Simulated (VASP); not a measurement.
Output of a VASP run:

### OUTCAR
```
 ion  position               nearest neighbor table
   1  0.500  0.000  0.000-   2 2.37  29 2.37  44 2.37  60 2.37
   2  0.625  0.125  0.125-   1 2.37   3 2.37   5 2.37  17 2.38
   3  0.750  0.250  0.000-   2 2.37   4 2.37  25 2.37  46 2.37
   4  0.875  0.375  0.125-   3 2.37  26 2.37  30 2.37  18 2.37
   5  0.750  0.000  0.250-   2 2.37   6 2.37  14 2.37  35 2.37
   6  0.875  0.125  0.375-   5 2.37  30 2.37  36 2.37  22 2.38
   7  0.000  0.000  0.000-   8 2.37  14 2.37  25 2.37  62 2.37
   8  0.125  0.125  0.125-   7 2.37   9 2.37  15 2.37  30 2.37
   9  0.250  0.250  0.000-   8 2.37  10 2.37  44 2.37  56 2.37
  10  0.375  0.375  0.125-   9 2.37  11 2.37  32 2.37  17 2.41
  11  0.500  0.500  0.000-  10 2.37  12 2.37  46 2.37  58 2.37
  12  0.625  0.625  0.125-  11 2.37  13 2.37  34 2.37  18 2.39
  13  0.750  0.750  0.000-  12 2.37  14 2.37  48 2.37  60 2.37
  14  0.875  0.875  0.125-   5 2.37   7 2.37  13 2.37  49 2.37
  15  0.250  0.000  0.250-   8 2.37  16 2.37  29 2.37  50 2.37
  16  0.375  0.125  0.375-  17 2.35  15 2.37  20 2.37  38 2.37
  17  0.501  0.250  0.254-  16 2.35   2 2.38  10 2.41
  18  0.748  0.497  0.252-   4 2.37  19 2.39  12 2.39
  19  0.875  0.625  0.375-  41 2.37  49 2.37  51 2.37  18 2.39
  20  0.500  0.000  0.500-  16 2.37  21 2.37  35 2.37  54 2.37
  21  0.625  0.125  0.625-  22 2.36  20 2.37  24 2.37  45 2.37
  22  0.750  0.250  0.502-  21 2.36  23 2.36   6 2.38
  23  0.875  0.375  0.625-  22 2.36  47 2.37  51 2.37  55 2.37
  24  0.750  0.000  0.750-  21 2.37  25 2.37  42 2.37  60 2.37
  25  0.875  0.125  0.875-   3 2.37   7 2.37  24 2.37  55 2.37
  26  0.000  0.500  0.000-   4 2.37  27 2.37  48 2.37  56 2.37
  27  0.125  0.625  0.125-  26 2.37  28 2.37  32 2.37  49 2.37
  28  0.250  0.750  0.000-  27 2.37  29 2.37  58 2.37  62 2.37
  29  0.375  0.875  0.125-   1 2.37  15 2.37  28 2.37  34 2.37
  30  0.000  0.250  0.250-   4 2.37   6 2.37   8 2.37  31 2.37
  31  0.125  0.375  0.375-  30 2.37  32 2.37  38 2.37  51 2.37
  32  0.250  0.500  0.250-  10 2.37  27 2.37  31 2.37  33 2.37
  33  0.375  0.625  0.375-  63 2.36  34 2.37  53 2.37  32 2.37
  34  0.500  0.750  0.250-  12 2.37  29 2.37  33 2.37  35 2.37
  35  0.625  0.875  0.375-   5 2.37  20 2.37  34 2.37  41 2.37
  36  0.000  0.000  0.500-   6 2.37  37 2.37  42 2.37  50 2.37
  37  0.125  0.125  0.625-  36 2.37  38 2.37  43 2.37  55 2.37
  38  0.250  0.250  0.500-  16 2.37  31 2.37  37 2.37  39 2.37
  39  0.375  0.375  0.625-  63 2.34  45 2.37  57 2.37  38 2.37
  40  0.625  0.625  0.625-  41 2.37  47 2.37  59 2.37  63 2.41
  41  0.750  0.750  0.500-  19 2.37  35 2.37  40 2.37  42 2.37
  42  0.875  0.875  0.625-  24 2.37  36 2.37  41 2.37  61 2.37
  43  0.250  0.000  0.750-  37 2.37  44 2.37  54 2.37  62 2.37
  44  0.375  0.125  0.875-   1 2.37   9 2.37  43 2.37  45 2.37
  45  0.500  0.250  0.750-  21 2.37  39 2.37  44 2.37  46 2.37
  46  0.625  0.375  0.875-   3 2.37  11 2.37  45 2.37  47 2.37
  47  0.750  0.500  0.750-  23 2.37  40 2.37  46 2.37  48 2.37
  48  0.875  0.625  0.875-  13 2.37  26 2.37  47 2.37  61 2.37
  49  0.000  0.750  0.250-  14 2.37  19 2.37  27 2.37  50 2.37
  50  0.125  0.875  0.375-  15 2.37  36 2.37  49 2.37  53 2.37
  51  0.000  0.500  0.500-  19 2.37  23 2.37  31 2.37  52 2.37
  52  0.125  0.625  0.625-  51 2.37  53 2.37  57 2.37  61 2.37
  53  0.250  0.750  0.500-  33 2.37  50 2.37  52 2.37  54 2.37
  54  0.375  0.875  0.625-  20 2.37  43 2.37  53 2.37  59 2.37
  55  0.000  0.250  0.750-  23 2.37  25 2.37  37 2.37  56 2.37
  56  0.125  0.375  0.875-   9 2.37  26 2.37  55 2.37  57 2.37
  57  0.250  0.500  0.750-  39 2.37  52 2.37  56 2.37  58 2.37
  58  0.375  0.625  0.875-  11 2.37  28 2.37  57 2.37  59 2.37
  59  0.500  0.750  0.750-  40 2.37  54 2.37  58 2.37  60 2.37
  60  0.625  0.875  0.875-   1 2.37  13 2.37  24 2.37  59 2.37
  61  0.000  0.750  0.750-  42 2.37  48 2.37  52 2.37  62 2.37
  62  0.125  0.875  0.875-   7 2.37  28 2.37  43 2.37  61 2.37
  63  0.497  0.497  0.499-  39 2.34  33 2.36  40 2.41
 Subroutine IBZKPT returns following result:
 Found      1 irreducible k-points:

 Following reciprocal coordinates:
            Coordinates               Weight
  0.000000  0.000000  0.000000      1.000000
   k-points           NKPTS =      1   k-points in BZ     NKDIM =      1   number of bands    NBANDS=    158
   number of dos      NEDOS =    301   number of ions     NIONS =     63
   total plane-waves  NPLWV = 157464
   dimension x,y,z NGX =    54 NGY =   54 NGZ =   54
   dimension x,y,z NGXF=   108 NGYF=  108 NGZF=  108
   ions per type =              62   1
   PREC   = normal    normal or accurate (medium, high low for compatibility)
   ISTART =      0    job   : 0-new  1-cont  2-samecut
   ICHARG =      2    charge: 1-file 2-atom 10-const
   ISPIN  =      1    spin polarized calculation?
...
```

### OSZICAR
```
...
  10 F= -.33904604E+03 E0= -.33904604E+03  d E =-.587444E-02
       N       E                     dE             d eps       ncg     rms          rms(c)
DAV:   1    -0.339046829490E+03   -0.80137E-03   -0.73459E-02   336   0.519E-01    0.123E-01
RMM:   2    -0.339047076977E+03   -0.24749E-03   -0.31214E-03   316   0.129E-01    0.523E-02
RMM:   3    -0.339047122902E+03   -0.45924E-04   -0.68070E-04   322   0.610E-02    0.291E-02
RMM:   4    -0.339047131870E+03   -0.89683E-05   -0.12312E-04   323   0.276E-02    0.126E-02
RMM:   5    -0.339047134011E+03   -0.21408E-05   -0.22993E-05   197   0.120E-02
  11 F= -.33904713E+03 E0= -.33904713E+03  d E =-.697326E-02
       N       E                     dE             d eps       ncg     rms          rms(c)
DAV:   1    -0.339049465842E+03   -0.23340E-02   -0.13271E-01   328   0.695E-01    0.159E-01
RMM:   2    -0.339049918501E+03   -0.45266E-03   -0.55320E-03   316   0.173E-01    0.701E-02
RMM:   3    -0.339049979305E+03   -0.60805E-04   -0.10869E-03   320   0.808E-02    0.342E-02
RMM:   4    -0.339049996041E+03   -0.16736E-04   -0.22929E-04   333   0.371E-02    0.151E-02
RMM:   5    -0.339049999438E+03   -0.33975E-05   -0.36456E-05   233   0.150E-02
  12 F= -.33905000E+03 E0= -.33905000E+03  d E =-.286543E-02
       N       E                     dE             d eps       ncg     rms          rms(c)
DAV:   1    -0.339050124084E+03   -0.12804E-03   -0.13000E-02   352   0.217E-01    0.501E-02
RMM:   2    -0.339050169696E+03   -0.45612E-04   -0.55093E-04   316   0.548E-02    0.219E-02
RMM:   3    -0.339050176552E+03   -0.68565E-05   -0.11158E-04   320   0.259E-02    0.110E-02
RMM:   4    -0.339050178185E+03   -0.16332E-05   -0.21616E-05   197   0.119E-02
  13 F= -.33905018E+03 E0= -.33905018E+03  d E =-.304417E-02
       N       E                     dE             d eps       ncg     rms          rms(c)
DAV:   1    -0.339051531978E+03   -0.13554E-02   -0.13562E-01   328   0.700E-01    0.152E-01
RMM:   2    -0.339051918466E+03   -0.38649E-03   -0.50767E-03   316   0.167E-01    0.695E-02
RMM:   3    -0.339051983392E+03   -0.64927E-04   -0.10794E-03   321   0.790E-02    0.359E-02
RMM:   4    -0.339052001354E+03   -0.17962E-04   -0.23087E-04   337   0.364E-02    0.175E-02
RMM:   5    -0.339052004155E+03   -0.28010E-05   -0.33218E-05   231   0.146E-02
  14 F= -.33905200E+03 E0= -.33905200E+03  d E =-.182597E-02
       N       E                     dE             d eps       ncg     rms          rms(c)
DAV:   1    -0.339052022447E+03   -0.21094E-04   -0.12378E-03   360   0.667E-02    0.148E-02
RMM:   2    -0.339052026518E+03   -0.40707E-05   -0.50585E-05   274   0.169E-02    0.666E-03
RMM:   3    -0.339052027403E+03   -0.88501E-06   -0.11345E-05   186   0.809E-03    0.378E-03
RMM:   4    -0.339052027607E+03   -0.20357E-06   -0.21358E-06   177   0.351E-03
  15 F= -.33905203E+03 E0= -.33905203E+03  d E =-.184942E-02
       N       E                     dE             d eps       ncg     rms          rms(c)
DAV:   1    -0.339052287539E+03   -0.26014E-03   -0.29017E-02   330   0.330E-01    0.908E-02
RMM:   2    -0.339052435012E+03   -0.14747E-03   -0.16460E-03   316   0.902E-02    0.339E-02
RMM:   3    -0.339052454995E+03   -0.19983E-04   -0.28869E-04   319   0.422E-02    0.164E-02
RMM:   4    -0.339052458176E+03   -0.31811E-05   -0.56433E-05   276   0.190E-02
  16 F= -.33905246E+03 E0= -.33905246E+03  d E =-.430570E-03
```

File OUTCAR:
```
------------------------ aborting loop because EDIFF is reached ----------------------------------------
  FORCE on cell =-STRESS in cart. coord.  units (eV):
  Direction    XX          YY          ZZ          XY          YZ          ZX
  --------------------------------------------------------------------------------------
  Total       -8.4144031     -8.3961632     -8.3819367     -5.2550858      5.2412194     -5.2418609
  in kB      -10.3045816    -10.2822444    -10.2648220     -6.4355676      6.4185863     -6.4193719
  external PRESSURE =     -10.2838827 kB  Pullay stress =       0.0000000 kB
  volume of cell :     1308.29
      direct lattice vectors                 reciprocal lattice vectors
    10.937074700  0.000000000  0.000000000     0.091432127  0.000000000  0.000000000
     0.000000000 10.937074700  0.000000000     0.000000000  0.091432127  0.000000000
     0.000000000  0.000000000 10.937074700     0.000000000  0.000000000  0.091432127
 POSITION                                       TOTAL-FORCE (eV/Angst)
 -----------------------------------------------------------------------------------
      5.46192     10.93062     10.93235         0.018468      0.003997      0.002031
      6.86219      1.35559      1.35653        -0.004082     -0.004515      0.002319
      8.21147      2.72327     10.91576        -0.001393      0.000162     -0.004613
      9.57920      4.07222      1.35690         0.007304      0.006910     -0.001850
      8.21172     10.91500      2.72564        -0.001923     -0.000975     -0.007276
      9.58068      1.35483      4.07449         0.000217      0.001825      0.007416
      0.00540     10.92972     10.93326        -0.013909      0.020269      0.015375
      1.38474      1.36076      1.36391        -0.004278     -0.003239     -0.001271
      2.75613      2.72749      0.00853         0.005180      0.004381      0.003540
      4.13349      4.12055      1.40527         0.001950     -0.001356     -0.007942
      5.46441      5.47105     10.93705         0.001974     -0.004979      0.004850
      6.81518      6.80175      1.40562         0.001907     -0.005389     -0.003498
      8.20761      8.17896      0.00831        -0.003011     -0.000991      0.007790
      9.57456      9.55110      1.36327        -0.000019     -0.001810      0.001224
      2.75655      0.00605      2.73117         0.002975      0.001562     -0.004722
      4.13438      1.40441      4.12214         0.002939     -0.001850     -0.001804
      5.50083      2.69503      2.69497         0.001309     -0.003192      0.005207
      8.24036      5.43334      2.69611        -0.003009      0.001860      0.004021
      9.53122      6.80096      4.12212         0.006931     -0.004694     -0.004407
      5.46475     10.93597      5.47298         0.004789      0.000557     -0.002509
      6.81569      1.40323      6.80443        -0.004218     -0.000924     -0.000119
      8.24366      2.69230      5.43907        -0.001547      0.004925     -0.002085
      9.53302      4.12002      6.80476         0.003040     -0.003874     -0.001941
      8.20730      0.00559      8.18183         0.000272      0.000733     -0.003508
      9.57474      1.35968      9.55408        -0.001266      0.000644     -0.002292
      0.00457      5.47264     10.93281        -0.000914     -0.010227      0.001396
      1.37715      6.82239      1.38887         0.005255     -0.004571     -0.002243
      2.72660      8.20866      0.01771         0.000526      0.002056      0.009880
      4.11314      9.55882      1.38862        -0.000327     -0.010031      0.001187
      0.02068      2.72395      2.72549         0.003269     -0.000315     -0.000234
      1.36281      4.10222      4.10321        -0.001313     -0.001650      0.005516
      2.76109      5.46811      2.78076        -0.006291      0.005916      0.004478
      4.11368      6.82190      4.20156         0.002410     -0.001256      0.000448
      5.46723      8.17477      2.78039         0.002735      0.009314      0.009721
      6.83386      9.57329      4.10338        -0.005163     -0.005671      0.000219
      0.00520     10.93037      5.47484         0.001642      0.004296     -0.015744
      1.37751      1.38687      6.82405         0.003577     -0.000720     -0.004815
      2.76096      2.77923      5.46999        -0.009721      0.005287     -0.004664
      4.11214      4.19962      6.82437         0.008704      0.006693     -0.007089
      6.73522      6.82214      6.82427         0.013404      0.000197     -0.003732
      8.15693      8.17477      5.46904        -0.016955      0.003785      0.009260
      9.54828      9.55882      6.82336         0.001495     -0.010185      0.001106
      2.72678      0.01625      8.21025         0.002122      0.007015      0.001258
      4.11308      1.38688      9.56012         0.003126     -0.000313     -0.009155
      5.46671      2.77928      8.17604         0.004852      0.003337      0.008531
      6.83392      4.10205      9.57363        -0.006771     -0.002351      0.004168
      8.15697      5.46771      8.17645        -0.009618      0.011434      0.001291
      9.54816      6.82223      9.56052         0.009034     -0.002991     -0.012435
     10.92905      8.17895      2.73025        -0.003864     -0.005553      0.000382
      1.36471      9.57021      4.10702         0.001631     -0.001690      0.002280
      0.00017      5.47066      5.47325        -0.004903     -0.000752     -0.002435
      1.34464      6.85025      6.85252         0.007115     -0.001040     -0.003037
      2.72220      8.21331      5.49835        -0.003750      0.002762      0.005896
      4.08520      9.59088      6.85203         0.002428     -0.005760      0.001002
     10.92975      2.72687      8.18239        -0.002839      0.001713     -0.004986
      1.36423      4.10388      9.57388         0.006809      0.003784     -0.007257
...
```
(Selected blocks of OUTCAR.)

File POSCAR:
```
PSi62
1
   10.9370747000     0.0000000000     0.0000000000
    0.0000000000    10.9370747000     0.0000000000
   -0.0000000000    -0.0000000000    10.9370747000
Si P
62 1
Direct
  0.5000000000   0.0000000000   0.0000000000
  0.6250000000   0.1250000000   0.1250000000
  0.7500000000   0.2500000000   0.0000000000
  0.8750000000   0.3750000000   0.1250000000
  0.7500000000   0.0000000000   0.2500000000
  0.8750000000   0.1250000000   0.3750000000
  0.0000000000   0.0000000000   0.0000000000
  0.1250000000   0.1250000000   0.1250000000
  0.2500000000   0.2500000000   0.0000000000
  0.3750000000   0.3750000000   0.1250000000
  0.5000000000   0.5000000000   0.0000000000
  0.6250000000   0.6250000000   0.1250000000
  0.7500000000   0.7500000000   0.0000000000
  0.8750000000   0.8750000000   0.1250000000
  0.2500000000   0.0000000000   0.2500000000
  0.3750000000   0.1250000000   0.3750000000
  0.5012840000   0.2495030000   0.2543690000
  0.7484330000   0.4971960000   0.2516940000
  0.8750000000   0.6250000000   0.3750000000
  0.5000000000   0.0000000000   0.5000000000
  0.6250000000   0.1250000000   0.6250000000
  0.7496270000   0.2501890000   0.5016990000
  0.8750000000   0.3750000000   0.6250000000
  0.7500000000   0.0000000000   0.7500000000
  0.8750000000   0.1250000000   0.8750000000
  0.0000000000   0.5000000000   0.0000000000
  0.1250000000   0.6250000000   0.1250000000
  0.2500000000   0.7500000000   0.0000000000
  0.3750000000   0.8750000000   0.1250000000
  0.0000000000   0.2500000000   0.2500000000
  0.1250000000   0.3750000000   0.3750000000
  0.2500000000   0.5000000000   0.2500000000
  0.3750000000   0.6250000000   0.3750000000
  0.5000000000   0.7500000000   0.2500000000
  0.6250000000   0.8750000000   0.3750000000
  0.0000000000   0.0000000000   0.5000000000
  0.1250000000   0.1250000000   0.6250000000
  0.2500000000   0.2500000000   0.5000000000
  0.3750000000   0.3750000000   0.6250000000
  0.6250000000   0.6250000000   0.6250000000
  0.7500000000   0.7500000000   0.5000000000
  0.8750000000   0.8750000000   0.6250000000
  0.2500000000   0.0000000000   0.7500000000
  0.3750000000   0.1250000000   0.8750000000
  0.5000000000   0.2500000000   0.7500000000
  0.6250000000   0.3750000000   0.8750000000
  0.7500000000   0.5000000000   0.7500000000
  0.8750000000   0.6250000000   0.8750000000
  0.0000000000   0.7500000000   0.2500000000
  0.1250000000   0.8750000000   0.3750000000
  0.0000000000   0.5000000000   0.5000000000
  0.1250000000   0.6250000000   0.6250000000
  0.2500000000   0.7500000000   0.5000000000
  0.3750000000   0.8750000000   0.6250000000
  0.0000000000   0.2500000000   0.7500000000
  0.1250000000   0.3750000000   0.8750000000
  0.2500000000   0.5000000000   0.7500000000
  0.3750000000   0.6250000000   0.8750000000
  0.5000000000   0.7500000000   0.7500000000
  0.6250000000   0.8750000000   0.8750000000
  0.0000000000   0.7500000000   0.7500000000
  0.1250000000   0.8750000000   0.8750000000
  0.4965380000   0.4973300000   0.4987610000
```

Task: Write an INCAR and KPOINTS that could have produced this output.

Result: This is not unique; one that fits is the input of the run itself, PBE GGA, plane waves, VASP's PBE PAW potentials (set 64).

File KPOINTS:
```
Automatic mesh
0
Gamma
1 1 1
0 0 0
```

### INCAR
```
SYSTEM  =  PSi62
PREC  =  Normal; ENCUT  =  400; LREAL  =  Auto
LASPH  =  .TRUE.; ISYM  =  0; NELECT  =  252.0
EDIFF  =  1E-5; NELM  =  100; NELMIN  =  4
ALGO  =  Fast
ISMEAR  =  0; SIGMA  =  0.05
GGA  =  PE
IBRION  =  2; NSW  =  70; ISIF  =  2
EDIFFG  =  -0.03
LWAVE  =  .TRUE.; LCHARG  =  .FALSE.
```

POTCAR, in this order: Si P (PBE.64 set). Program: vasp_gam.

The cell is charged, with a uniform compensating background. The supercell is sampled at Γ alone, which is coarse: total energies, pressure and levels can be off, energies of defects by several tenths of an eV.

The cell is a supercell with a defect, built from Si (diamond): P_Si-vac_Si, charge +1. The run is not spin-polarised, so no state with unpaired spins was tried.
